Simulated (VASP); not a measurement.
VASP input:

**KPOINTS**
```
Automatic mesh
0
Gamma
11 11 11
0 0 0
```

**INCAR**
```
# general
SYSTEM=MgO
PREC  =Accurate
ENCUT =400   # plane-wave cut-off (eV)
LREAL =.FALSE.
LASPH =.TRUE.   # aspherical one-centre terms

# electronic loop
EDIFF =1E-6   # SCF stop (eV)
NELM  =100   # most electronic steps
ALGO  =Normal   # blocked Davidson

# smearing
ISMEAR=0
SIGMA =0.01   # width (eV)

# functional
GGA   =PE

# ions
ISIF  =2   # forces and stress, cell fixed

# output
LWAVE =.FALSE.
LCHARG=.FALSE.
```

POSCAR:
```
MgO
4.10970
  0.0000000000   0.5000000000   0.5000000000
  0.5000000000   0.0000000000   0.5000000000
  0.5000000000   0.5000000000   0.0000000000
Mg O
1 1
direct
  0.0000000000   0.0000000000   0.0000000000
  0.5000000000   0.5000000000   0.5000000000
```

POTCAR, in this order: Mg O (PBE.64 set). Program: vasp_std.

Question: Write an equivalent input for Quantum ESPRESSO's pw.x.

Answer: One equivalent input (not run):
```
&CONTROL
  calculation = 'scf'
  pseudo_dir = './pseudo'
  outdir = './out'
  tprnfor = .true.
  tstress = .true.
/
&SYSTEM
  ibrav = 0
  nat = 2
  ntyp = 2
  ecutwfc = 84
  occupations = 'smearing'
  smearing = 'gaussian'
  degauss = 0.000735
  input_dft = 'pbe'
/
&ELECTRONS
  conv_thr = 7.3e-08
  electron_maxstep = 100
/
ATOMIC_SPECIES
  Mg 24.305 Mg.upf
  O 15.999 O.upf
CELL_PARAMETERS angstrom
     0.0000000    2.0548500    2.0548500
     2.0548500    0.0000000    2.0548500
     2.0548500    2.0548500    0.0000000
ATOMIC_POSITIONS crystal
  Mg   0.0000000  0.0000000  0.0000000
  O    0.5000000  0.5000000  0.5000000
K_POINTS automatic
  11 11 11 0 0 0
```
What does not carry over: the potentials are each code's own (VASP's PAW set, PseudoDojo norm-conserving files in pw.x), so ENCUT and ecutwfc are chosen apart and not converted; conv_thr bounds pw.x's estimated SCF error, while EDIFF bounds the energy change between steps.

The structure comes from a computed database's MgO entry; how it stands against other phases isn't given here. The cell was not relaxed at this level.
